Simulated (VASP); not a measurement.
Rh:

```
Rh
1.0
     0.00000    1.89785    1.89785
     1.89785    0.00000    1.89785
     1.89785    1.89785    0.00000
Rh
1
Direct
  0.00000 0.00000 0.00000
```

- Program: VASP 6.6.1
- Task: relaxation of cell and atoms
- Functional: PBEsol
- Potentials or basis: VASP PAW PBE potentials, release 64 (Rh_pv)
- Cutoff: 600 eV
- k mesh: 16 × 16 × 16
- Occupations: methfessel-paxton, width 0.1 eV
- Spin: no spin polarisation

At the start: pressure -3.7 GPa; volume 13.67 Å³/atom.

Where does the relaxation end?

Over 3 steps the energy falls by 2.1 meV/atom and the volume is 13.50 Å³/atom (-1.3 %); space group Fm-3m (No. 225, to 0.05 Å).

The path:
| step | energy change (eV) | largest force (eV/Å) | pressure (GPa) | volume (Å³) |
| --- | --- | --- | --- | --- |
| 1 | 0.0000 | 0.0000 | -3.74 | 13.67 |
| 2 | 0.0125 | 0.0000 | 10.90 | 13.05 |
| 3 | -0.0021 | 0.0000 | -0.05 | 13.50 |

Final structure:
```cif
data_structure
_symmetry_space_group_name_H-M 'P 1'
_symmetry_Int_Tables_number 1
_cell_length_a 2.6725
_cell_length_b 2.6725
_cell_length_c 2.6725
_cell_angle_alpha 60.000
_cell_angle_beta 60.000
_cell_angle_gamma 60.000
_cell_volume 13.50
loop_
_atom_site_label
_atom_site_type_symbol
_atom_site_fract_x
_atom_site_fract_y
_atom_site_fract_z
_atom_site_occupancy
Rh1 Rh 0.00000 0.00000 0.00000 1
```

Caveat: the PAW data sets were made with another functional, which shifts forces and pressure a little.
